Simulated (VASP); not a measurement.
Given:

```
CELL_PARAMETERS angstrom
      1.88743    -3.26913     0.00000
      1.88743     3.26913     0.00000
      0.00000     0.00000     5.82561
ATOMIC_POSITIONS crystal
  Zr 0.00000 0.00000 0.00000
  S  0.33333 0.66667 0.24949
  S  0.66667 0.33333 0.75051
```

Calculation: PBEsol GGA, VASP's PBE PAW potentials (set 64) (plane waves; VASP). Settings: 480 eV cut-off, 6×6×4 Γ-centred mesh, Gaussian smearing of 0.050 eV, potentials Zr_sv S.

Without a dispersion term in the relaxation, distances and binding between the weakly bound layers, chains or molecules are unreliable, and so is what depends on them.

Q: The ions are relaxed. Which structure does the run end with?

A: 
```
CELL_PARAMETERS angstrom
      1.88743    -3.26913     0.00000
      1.88743     3.26913     0.00000
      0.00000     0.00000     5.82561
ATOMIC_POSITIONS crystal
  Zr 0.00000 0.00000 0.00000
  S  0.33333 0.66667 0.23711
  S  0.66667 0.33333 0.76289
```
Space group P-3m1 (164), at a tolerance of 0.03 Å.

Q: How much energy does the relaxation gain?

A: The energy (σ→0) changes by -17.3 meV/atom, in 4 ionic steps.

The compound is ZrS2 in the 1T layered structure. This cell was strained or had an atom moved on purpose. Symmetry was kept, so distortions that lower it aren't found.
